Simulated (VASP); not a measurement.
VASP runs on K (bcc) share one base input (PBE GGA, plane waves, VASP's PBE PAW potentials (set 64)) and change the settings named in each case.

### POSCAR
```
K
1
   -2.6928000000     2.6928000000     2.6928000000
    2.6928000000    -2.6928000000     2.6928000000
    2.6928000000     2.6928000000    -2.6928000000
K
1
Direct
  0.0000000000   0.0000000000   0.0000000000
```

KPOINTS:
```
kpoints
0
gamma
9 9 9
```

**INCAR**
```
SYSTEM  =  K
PREC  =  Accurate; ENCUT  =  400; LREAL  =  F
LASPH  =  T
EDIFF  =  1E-6; NELM  =  100; ALGO  =  Normal
ISMEAR  =  1; SIGMA  =  0.1
GGA  =  PE
ISIF  =  2
LWAVE  =  F; LCHARG  =  F
```

POTCAR, in this order: K_sv (PBE.64 set). Program: vasp_std.

| change | E(σ→0) (eV/atom) | −TS (eV) | irreducible k-points |
|---|---|---|---|
| base run | -1.0473 | -0.0004 | 35 |
| KPOINTS 3×3×3 Γ-centred mesh | -1.1314 | -0.0013 | 4 |
| KPOINTS 5×5×5 Γ-centred mesh | -1.0416 | -0.0046 | 10 |
| KPOINTS 11×11×11 Γ-centred mesh | -1.0464 | 0.0006 | 56 |
| KPOINTS 12×12×12 Γ-centred mesh | -1.0428 | -0.0009 | 72 |
| KPOINTS 13×13×13 Γ-centred mesh | -1.0440 | -0.0002 | 84 |
| KPOINTS 14×14×14 Γ-centred mesh | -1.0442 | -0.0006 | 104 |
| KPOINTS 15×15×15 Γ-centred mesh | -1.0436 | -0.0005 | 120 |

Left out are runs that ran out of time, are held back, or changed the cell or the kind of run, fixed moments of cells without a moment, rows past the twelfth, gaps on odd meshes, pressures of charged cells and columns that move by less than the noise.

The compound is K in the bcc structure. The cell was not relaxed at this level.
